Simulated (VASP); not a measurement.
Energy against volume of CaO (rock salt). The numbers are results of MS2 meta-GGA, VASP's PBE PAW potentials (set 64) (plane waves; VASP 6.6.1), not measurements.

```json
[
 {"V (Å³/atom)": "13.147", "E (eV/atom)": "-10.24029"},
 {"V (Å³/atom)": "13.567", "E (eV/atom)": "-10.25661"},
 {"V (Å³/atom)": "13.986", "E (eV/atom)": "-10.26186"},
 {"V (Å³/atom)": "14.406", "E (eV/atom)": "-10.25788"},
 {"V (Å³/atom)": "14.825", "E (eV/atom)": "-10.24619"}
]
```

Task: Fit a third-order Birch-Murnaghan equation of state.

Result: 
| Item | Result |
|---|---|
| volume per atom | 14.00 Å³/atom |
| bulk modulus | 117 GPa |
| pressure derivative of the bulk modulus | 5.03 |
| lattice constant a | 4.821 Å |

Measured: a 4.781 Å at 0 K (computed value off by +0.8 %), as given by Wei Chen et al., Physical Review Materials (2018), doi:10.1103/physrevmaterials.2.073803 [zero-point anharmonic expansion removed].

The compound is CaO in the rock salt structure. It was relaxed first.
